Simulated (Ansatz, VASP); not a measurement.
Ta4Rh in VASP and in Ansatz

```xyz
5
Lattice="3.8600 -4.5844 0.0000 3.8600 4.5844 0.0000 0.0000 0.0000 2.7471" Properties=species:S:1:pos:R:3 pbc="T T T"
Ta    2.4770    0.0000    0.0000
Ta    3.8600    2.2555    1.3735
Ta    3.8600   -2.2555    1.3735
Ta    5.2431    0.0000    0.0000
Rh    0.0000    0.0000    0.0000
```

Change from the starting cell: species swapped into the OsCl4 type (Cmmm, No. 65).

Alike in both runs: functional PBE; k mesh 4 × 4 × 6; occupations gaussian, width 0.1 eV; no spin polarisation.

Ansatz relaxed the structure, and its values are those at the end. VASP's run is a single point on that final structure, the one shown.

|  | VASP | Ansatz |
| --- | --- | --- |
| version | VASP 6.6.1 | Ansatz 0.2.0 |
| potentials or method | VASP PAW PBE potentials, release 64 (Ta_pv, Rh_pv) | scalar-relativistic, plane waves, PAW |
| plane-wave cutoff (eV) | 520 | 420 |
| valence electrons in the cell | 59 | 69 |

```tsv
	VASP	Ansatz	Ansatz less VASP
gap on the k mesh at the Fermi level (eV)	none	none	-
pressure (GPa)	0.4	0.2	-0.13
rms of the force components (eV/Å)	0.006	0.005	-0.0012
```

A gap of «none» marks a metal or a gap that the smearing closes. The two sets of potentials don't hold the same shells in valence.

Caveats: the k mesh is coarse (spacing up to 0.38 Å⁻¹), so the values aren't converged. The runs have no spin-orbit coupling, so splittings on Ta are missing.
